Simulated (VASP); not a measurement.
Data:

```yaml
crystal:
  lattice:
    - [1.65875, -5.07755, 0.00000]
    - [1.65875, 5.07755, 0.00000]
    - [0.00000, 0.00000, 4.16783]
  atoms:
    - { symbol: P, position: [0.10654, 0.89346, 0.92765] }
    - { symbol: P, position: [0.39346, 0.60654, 0.42765] }
    - { symbol: P, position: [0.60654, 0.39346, 0.57235] }
    - { symbol: P, position: [0.89346, 0.10654, 0.07235] }
```

Method: PBE GGA with D3 dispersion (Becke-Johnson damping), VASP's PBE PAW potentials (set 64) (plane waves; VASP). Settings: 520 eV cut-off, Gaussian smearing of 0.050 eV, potentials P.

Q: What does the run give for the band gap (along the path) with the smallest direct gap where there is one?

A: 
The band gap (along the path) comes out as none (metal, semimetal or under 0.01 eV).

Total energies compare only between runs with the same potentials, cut-off and functional.

The compound is P in the black structure. It was relaxed first, which changed the volume by -8 %.
